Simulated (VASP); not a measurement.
# Quasiparticle energies of TiO2 (Rutile) in VASP

Aim: the quasiparticle gap of TiO2 (Rutile), and what it costs to get it. The cell is of the rutile type, one of the forms listed for this formula. The start is a cell from a database of measured crystal structures.

Method: PBE, no spin polarisation; plane waves and PAW (Ti_sv_GW, O_GW), in the first sound run; inputs show where later runs differ, in VASP 6.6.1.

Most raw output is cut from this account.

### 1. Set-up

Symmetry: P4_2/mnm, No. 136, tetragonal system. The conventional cell has a = 4.592 Å, b = 4.592 Å, c = 2.957 Å, α = 90.00°, β = 90.00°, γ = 90.00°. Nearest to Ti lie 6 O at 1.95 to 1.98 Å. O has 3 Ti at 1.95 to 1.98 Å nearest. Farther neighbours and most contacts between anions are not listed.

### 2. Empty bands

ALGO = Exact makes the empty bands from the converged ground state in one step. LOPTICS writes the k-derivatives of the orbitals (WAVEDER), which give the long-wavelength limit of the screening.

INCAR reads:

```
SYSTEM = TiO2
PREC = Accurate
ENCUT = 440
ISMEAR = 0
SIGMA = 0.01
LREAL = .FALSE.
GGA = PE
NBANDS = 64
LASPH = .TRUE.
ALGO = Exact
NELM = 1
LWAVE = .TRUE.
LCHARG = .FALSE.
LOPTICS = .TRUE.
NEDOS = 1000
CSHIFT = 0.1
```

POSCAR reads:

```
TiO2
1.0
    4.5922000000      0.0000000000      0.0000000000
    0.0000000000      4.5922000000      0.0000000000
    0.0000000000      0.0000000000      2.9574000000
Ti O
2 4
Direct
    0.5000000000      0.5000000000      0.5000000000
    0.0000000000      0.0000000000      0.0000000000
    0.8049600000      0.1950400000      0.5000000000
    0.6950400000      0.6950400000      0.0000000000
    0.1950400000      0.8049600000      0.5000000000
    0.3049600000      0.3049600000      0.0000000000
```

KPOINTS reads:

```
Automatic mesh
0
Gamma
4 4 4
0 0 0
```

PAW data sets: Ti_sv_GW and O_GW (PBE family, release 64).

The run is started by

```sh
mpirun -np 8 vasp_std
```

Run time: 38 s. Hardware: 8 MPI ranks of AMD EPYC 7R43, shared host; peak memory 1.7 GiB.

The gap is read on the k-mesh alone, so it is an upper bound where the band edges lie off the mesh.

A gap read on the k-mesh alone can miss the band edges.

This step gave:

| Quantity | Value |
| --- | --- |
| gap on the k-mesh | 1.880 eV |
| least direct gap on the k-mesh | 1.880 eV |

WAVECAR now holds 64 bands for 48 electrons. Its independent-particle dielectric tensor has xx, yy, zz = 7.6, 7.6, 9.4 on this mesh, which isn't tested for convergence in mesh or bands and lacks local fields.

### 3. G0W0, bands in the sums 64

This step: G0W0 on PBE, no spin polarisation; plane waves and PAW (Ti_sv_GW, O_GW) (VASP 6.6.1).

G0W0 keeps orbitals and screening fixed and shifts each of the lowest NBANDSGW levels once.

INCAR reads:

```
SYSTEM = TiO2
PREC = Accurate
ENCUT = 440
ISMEAR = 0
SIGMA = 0.01
LREAL = .FALSE.
GGA = PE
NBANDS = 64
LASPH = .TRUE.
ALGO = EVGW0
NELMGW = 1
ENCUTGW = 200
NOMEGA = 64
PRECFOCK = Fast
NBANDSGW = 32
LWAVE = .FALSE.
LCHARG = .FALSE.
```

POSCAR is that of step 2.

KPOINTS is that of step 2.

The run is started by

```sh
mpirun -np 8 vasp_std
```

Run time: 6.5 min. Hardware: 8 MPI ranks; peak memory 2.8 GiB.

This step gave:

```
quasiparticle gap on the mesh                 : 3.486 eV
smallest direct quasiparticle gap on the mesh : 3.574 eV
gap of the starting orbitals on the mesh      : 1.880 eV
```

GW takes the gap from 1.880 to 3.486 eV. The value holds for 64 bands, ENCUTGW = 200 eV and this mesh, and isn't shown to be converged in them.

### 4. Empty bands

This step: PBE, no spin polarisation; plane waves and PAW (Ti_sv_GW, O_GW) (VASP 6.6.1).

The empty bands are made again, for the run that follows.

INCAR reads:

```
SYSTEM = TiO2
PREC = Accurate
ENCUT = 440
ISMEAR = 0
SIGMA = 0.01
LREAL = .FALSE.
GGA = PE
NBANDS = 96
LASPH = .TRUE.
ALGO = Exact
NELM = 1
LWAVE = .TRUE.
LCHARG = .FALSE.
LOPTICS = .TRUE.
NEDOS = 1000
CSHIFT = 0.1
```

POSCAR is that of step 3.

KPOINTS is that of step 3.

The run is started by

```sh
mpirun -np 8 vasp_std
```

Elapsed: 36 s, on 8 MPI ranks; peak memory 1.6 GiB.

WAVECAR now holds 96 bands for 48 electrons.

### 5. G0W0, bands in the sums 96

This step: G0W0 on PBE, no spin polarisation; plane waves and PAW (Ti_sv_GW, O_GW) (VASP 6.6.1).

The sums now run over 96 bands at the same response cutoff.

INCAR reads:

```
SYSTEM = TiO2
PREC = Accurate
ENCUT = 440
ISMEAR = 0
SIGMA = 0.01
LREAL = .FALSE.
GGA = PE
NBANDS = 96
LASPH = .TRUE.
ALGO = EVGW0
NELMGW = 1
ENCUTGW = 200
NOMEGA = 64
PRECFOCK = Fast
NBANDSGW = 32
LWAVE = .FALSE.
LCHARG = .FALSE.
```

POSCAR is that of step 4.

KPOINTS is that of step 4.

The run is started by

```sh
mpirun -np 8 vasp_std
```

The job ended after 8.4 min (8 MPI ranks; peak memory 2.9 GiB; 54 min of CPU time).

The gap is now 3.463 eV, -24 meV against the GW run before.

### 6. Empty bands

This step: PBE, no spin polarisation; plane waves and PAW (Ti_sv_GW, O_GW) (VASP 6.6.1).

INCAR reads:

```
SYSTEM = TiO2
PREC = Accurate
ENCUT = 440
ISMEAR = 0
SIGMA = 0.01
LREAL = .FALSE.
GGA = PE
NBANDS = 128
LASPH = .TRUE.
ALGO = Exact
NELM = 1
LWAVE = .TRUE.
LCHARG = .FALSE.
LOPTICS = .TRUE.
NEDOS = 1000
CSHIFT = 0.1
```

POSCAR is that of step 5.

KPOINTS is that of step 5.

The run is started by

```sh
mpirun -np 8 vasp_std
```

Wall time 40 s (8 MPI ranks); peak memory 1.7 GiB.

WAVECAR now holds 128 bands for 48 electrons.

### 7. G0W0, bands in the sums 128

This step: G0W0 on PBE, no spin polarisation; plane waves and PAW (Ti_sv_GW, O_GW) (VASP 6.6.1).

The sums now run over 128 bands at the same response cutoff.

INCAR reads:

```
SYSTEM = TiO2
PREC = Accurate
ENCUT = 440
ISMEAR = 0
SIGMA = 0.01
LREAL = .FALSE.
GGA = PE
NBANDS = 128
LASPH = .TRUE.
ALGO = EVGW0
NELMGW = 1
ENCUTGW = 200
NOMEGA = 64
PRECFOCK = Fast
NBANDSGW = 32
LWAVE = .FALSE.
LCHARG = .FALSE.
```

POSCAR is that of step 6.

KPOINTS is that of step 6.

The run is started by

```sh
mpirun -np 8 vasp_std
```

Elapsed: 9 min, on 8 MPI ranks; peak memory 2.9 GiB.

The gap is now 3.423 eV, -39 meV against the GW run before.

### 8. Empty bands

This step: PBE, no spin polarisation; plane waves and PAW (Ti_sv_GW, O_GW) (VASP 6.6.1).

INCAR reads:

```
SYSTEM = TiO2
PREC = Accurate
ENCUT = 440
ISMEAR = 0
SIGMA = 0.01
LREAL = .FALSE.
GGA = PE
NBANDS = 168
LASPH = .TRUE.
ALGO = Exact
NELM = 1
LWAVE = .TRUE.
LCHARG = .FALSE.
LOPTICS = .TRUE.
NEDOS = 1000
CSHIFT = 0.1
```

POSCAR is that of step 7.

KPOINTS is that of step 7.

The run is started by

```sh
mpirun -np 8 vasp_std
```

It took 27 s on 8 MPI ranks; peak memory 1.8 GiB.

WAVECAR now holds 168 bands for 48 electrons.

### 9. G0W0, bands in the sums 168

This step: G0W0 on PBE, no spin polarisation; plane waves and PAW (Ti_sv_GW, O_GW) (VASP 6.6.1).

The sums now run over 168 bands at the same response cutoff.

INCAR reads:

```
SYSTEM = TiO2
PREC = Accurate
ENCUT = 440
ISMEAR = 0
SIGMA = 0.01
LREAL = .FALSE.
GGA = PE
NBANDS = 168
LASPH = .TRUE.
ALGO = EVGW0
NELMGW = 1
ENCUTGW = 200
NOMEGA = 64
PRECFOCK = Fast
NBANDSGW = 32
LWAVE = .FALSE.
LCHARG = .FALSE.
```

POSCAR is that of step 8.

KPOINTS is that of step 8.

The run is started by

```sh
mpirun -np 8 vasp_std
```

Elapsed: 6.5 min, on 8 MPI ranks; peak memory 3.1 GiB; 52 min of CPU time.

The gap is now 3.398 eV, -26 meV against the GW run before.

### 10. Empty bands

This step: PBE, no spin polarisation; plane waves and PAW (Ti_sv_GW, O_GW) (VASP 6.6.1).

INCAR reads:

```
SYSTEM = TiO2
PREC = Accurate
ENCUT = 440
ISMEAR = 0
SIGMA = 0.01
LREAL = .FALSE.
GGA = PE
NBANDS = 216
LASPH = .TRUE.
ALGO = Exact
NELM = 1
LWAVE = .TRUE.
LCHARG = .FALSE.
LOPTICS = .TRUE.
NEDOS = 1000
CSHIFT = 0.1
```

POSCAR is that of step 9.

KPOINTS is that of step 9.

The run is started by

```sh
mpirun -np 8 vasp_std
```

Elapsed: 19 s, on 8 MPI ranks; peak memory 1.7 GiB.

WAVECAR now holds 216 bands for 48 electrons.

### 11. G0W0, bands in the sums 216

This step: G0W0 on PBE, no spin polarisation; plane waves and PAW (Ti_sv_GW, O_GW) (VASP 6.6.1).

The sums now run over 216 bands at the same response cutoff.

INCAR reads:

```
SYSTEM = TiO2
PREC = Accurate
ENCUT = 440
ISMEAR = 0
SIGMA = 0.01
LREAL = .FALSE.
GGA = PE
NBANDS = 216
LASPH = .TRUE.
ALGO = EVGW0
NELMGW = 1
ENCUTGW = 200
NOMEGA = 64
PRECFOCK = Fast
NBANDSGW = 32
LWAVE = .FALSE.
LCHARG = .FALSE.
```

POSCAR is that of step 10.

KPOINTS is that of step 10.

The run is started by

```sh
mpirun -np 8 vasp_std
```

It took 6.6 min on 8 MPI ranks; peak memory 3.2 GiB.

The gap is now 3.369 eV, -29 meV against the GW run before.

### 12. Empty bands

This step: PBE, no spin polarisation; plane waves and PAW (Ti_sv_GW, O_GW) (VASP 6.6.1).

INCAR reads:

```
SYSTEM = TiO2
PREC = Accurate
ENCUT = 440
ISMEAR = 0
SIGMA = 0.01
LREAL = .FALSE.
GGA = PE
NBANDS = 272
LASPH = .TRUE.
ALGO = Exact
NELM = 1
LWAVE = .TRUE.
LCHARG = .FALSE.
LOPTICS = .TRUE.
NEDOS = 1000
CSHIFT = 0.1
```

POSCAR is that of step 11.

KPOINTS is that of step 11.

The run is started by

```sh
mpirun -np 8 vasp_std
```

Wall time 19 s (8 MPI ranks); peak memory 1.8 GiB; 2.4 min of CPU time.

WAVECAR now holds 272 bands for 48 electrons.

### 13. G0W0, bands in the sums 272

This step: G0W0 on PBE, no spin polarisation; plane waves and PAW (Ti_sv_GW, O_GW) (VASP 6.6.1).

The sums now run over 272 bands at the same response cutoff.

INCAR reads:

```
SYSTEM = TiO2
PREC = Accurate
ENCUT = 440
ISMEAR = 0
SIGMA = 0.01
LREAL = .FALSE.
GGA = PE
NBANDS = 272
LASPH = .TRUE.
ALGO = EVGW0
NELMGW = 1
ENCUTGW = 200
NOMEGA = 64
PRECFOCK = Fast
NBANDSGW = 32
LWAVE = .FALSE.
LCHARG = .FALSE.
```

POSCAR is that of step 12.

KPOINTS is that of step 12.

The run is started by

```sh
mpirun -np 8 vasp_std
```

Elapsed: 11 min, on 8 MPI ranks; peak memory 3.4 GiB.

The gap is now 3.345 eV, -24 meV against the GW run before.

### 14. Empty bands

This step: PBE, no spin polarisation; plane waves and PAW (Ti_sv_GW, O_GW) (VASP 6.6.1).

INCAR reads:

```
SYSTEM = TiO2
PREC = Accurate
ENCUT = 440
ISMEAR = 0
SIGMA = 0.01
LREAL = .FALSE.
GGA = PE
NBANDS = 336
LASPH = .TRUE.
ALGO = Exact
NELM = 1
LWAVE = .TRUE.
LCHARG = .FALSE.
LOPTICS = .TRUE.
NEDOS = 1000
CSHIFT = 0.1
```

POSCAR is that of step 13.

KPOINTS is that of step 13.

The run is started by

```sh
mpirun -np 8 vasp_std
```

Wall time 39 s (8 MPI ranks); peak memory 1.8 GiB.

WAVECAR now holds 336 bands for 48 electrons.

### 15. G0W0, bands in the sums 336

This step: G0W0 on PBE, no spin polarisation; plane waves and PAW (Ti_sv_GW, O_GW) (VASP 6.6.1).

The sums now run over 336 bands at the same response cutoff.

INCAR reads:

```
SYSTEM = TiO2
PREC = Accurate
ENCUT = 440
ISMEAR = 0
SIGMA = 0.01
LREAL = .FALSE.
GGA = PE
NBANDS = 336
LASPH = .TRUE.
ALGO = EVGW0
NELMGW = 1
ENCUTGW = 200
NOMEGA = 64
PRECFOCK = Fast
NBANDSGW = 32
LWAVE = .FALSE.
LCHARG = .FALSE.
```

POSCAR is that of step 14.

KPOINTS is that of step 14.

The run is started by

```sh
mpirun -np 8 vasp_std
```

Elapsed: 21 min, on 8 MPI ranks; peak memory 3.5 GiB; 2.2 h of CPU time.

The gap is now 3.329 eV, -16 meV against the GW run before.

### 16. Empty bands

This step: PBE, no spin polarisation; plane waves and PAW (Ti_sv_GW, O_GW) (VASP 6.6.1).

INCAR reads:

```
SYSTEM = TiO2
PREC = Accurate
ENCUT = 440
ISMEAR = 0
SIGMA = 0.01
LREAL = .FALSE.
GGA = PE
NBANDS = 408
LASPH = .TRUE.
ALGO = Exact
NELM = 1
LWAVE = .TRUE.
LCHARG = .FALSE.
LOPTICS = .TRUE.
NEDOS = 1000
CSHIFT = 0.1
```

POSCAR is that of step 15.

KPOINTS is that of step 15.

The run is started by

```sh
mpirun -np 8 vasp_std
```

The job ended after 41 s (8 MPI ranks; peak memory 1.8 GiB; 4.3 min of CPU time).

WAVECAR now holds 408 bands for 48 electrons.

### 17. G0W0, bands in the sums 408

This step: G0W0 on PBE, no spin polarisation; plane waves and PAW (Ti_sv_GW, O_GW) (VASP 6.6.1).

The sums now run over 408 bands at the same response cutoff.

INCAR reads:

```
SYSTEM = TiO2
PREC = Accurate
ENCUT = 440
ISMEAR = 0
SIGMA = 0.01
LREAL = .FALSE.
GGA = PE
NBANDS = 408
LASPH = .TRUE.
ALGO = EVGW0
NELMGW = 1
ENCUTGW = 200
NOMEGA = 64
PRECFOCK = Fast
NBANDSGW = 32
LWAVE = .FALSE.
LCHARG = .FALSE.
```

POSCAR is that of step 16.

KPOINTS is that of step 16.

The run is started by

```sh
mpirun -np 8 vasp_std
```

Run time: 20 min. Hardware: 8 MPI ranks; peak memory 3.6 GiB; 2.1 h of CPU time.

The gap is now 3.317 eV, -12 meV against the GW run before.

### 18. Summary

This step: GW series: G0W0 on PBE; plane waves and PAW (VASP 6.6.1).

This step runs nothing: it gathers the runs above.

G0W0 on a 4x4x4 mesh; cost is wall time times ranks on a shared host, with the step that makes the empty bands but not the self-consistent start. G0W0 series:

```tsv
bands in the sums	quasiparticle gap (eV)	direct quasiparticle gap (eV)	cost (core minutes)
64	3.486	3.574	57.08
96	3.463	3.532	71.88
128	3.424	3.506	77.48
168	3.398	3.466	55.48
216	3.369	3.437	55.56
272	3.345	3.408	92.95
336	3.329	3.391	170.7
408	3.317	3.377	163.5
```

### 19. Results

```
G0W0 on PBE, 408 bands, ENCUTGW 200 eV, NOMEGA 64, mesh 4×4×4 : 1.880 → 3.317 eV
G0W0 on PBE, 64 bands, ENCUTGW 200 eV, NOMEGA 64, mesh 4×4×4  : 1.880 → 3.486 eV
```

What this shows: G0W0 gives a quasiparticle gap of 3.317 eV on the mesh, 1.44 eV over the PBE gap on the same mesh. The steps of the series move the gap by -24, -39, -26, -29, -24, -16, -12 meV; the last costs 0.96 times the one before. The last step lies within a tolerance of 30 meV, picked for this account, and the last two together move the gap by -28 meV. Response cutoff and mesh weren't varied, so the series can only reach this cutoff's value, and band edges off the mesh aren't seen. Not tabulated here, as repeats of values shown or as unfit to read for their mesh, reference level or band range: eps2 curves (empty bands); eps1 curves and static values (empty bands); gaps (empty bands).

[Lines on the potential files, build, host, timing and source positions are cut from VASP's logs without a mark.]

[Logs are printed without paths, hosts, clocks, repeated set-up lines and the standing remarks that a program may print on its own settings, such as how far it seeks lower states.]

[Hosts, paths, dates, database ids (printed as entryN), source tags and the programs' standing remarks are cut or masked in the printed files.]

[Pressures printed for these runs are not shown converged in the cutoff: they can be off by several GPa and have the wrong sign.]
